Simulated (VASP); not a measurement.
# Pd (space group Fm-3m): computed properties

Method: LDA (Ceperley-Alder, Perdew-Zunger), VASP's LDA PAW potentials (set 64) (plane waves; VASP).

```
Item                                                                  Result
----------------------------------  ----------------------------------------
space group                                                      Fm-3m (225)
cell                                a = b = c = 3.8369 Å, α = β = γ = 90.00°
volume per atom                                                14.12 Å³/atom
band gap (over mesh and band path)  none (metal, semimetal or under 0.01 eV)
Hill bulk modulus                                                    230 GPa
Hill shear modulus                                                  600 kbar
Poisson's ratio                                                        0.380
density                                                          12.51 g/cm³
C11                                                                  280 GPa
C12                                                                  204 GPa
C44                                                                 81.9 GPa
```

```cif
data_Pd
_chemical_formula_sum 'Pd1'
_space_group_name_H-M_alt 'P 1'
_space_group_IT_number 1
_cell_length_a 2.71312
_cell_length_b 2.71312
_cell_length_c 2.71312
_cell_angle_alpha 60.000
_cell_angle_beta 60.000
_cell_angle_gamma 60.000
loop_
_space_group_symop_operation_xyz
  'x, y, z'
loop_
_atom_site_label
_atom_site_type_symbol
_atom_site_fract_x
_atom_site_fract_y
_atom_site_fract_z
_atom_site_occupancy
Pd1 Pd 0.00000 0.00000 0.00000 1
```

Finite-difference elastic constants of metals are sensitive to mesh and smearing; shear constants can be off by tens of GPa.

The structure comes from a computed database's Pd entry (Fm-3m); how it stands against other phases isn't given here. It was relaxed first, which changed the volume by -6 %. Symmetry was kept, so distortions that lower it aren't found.
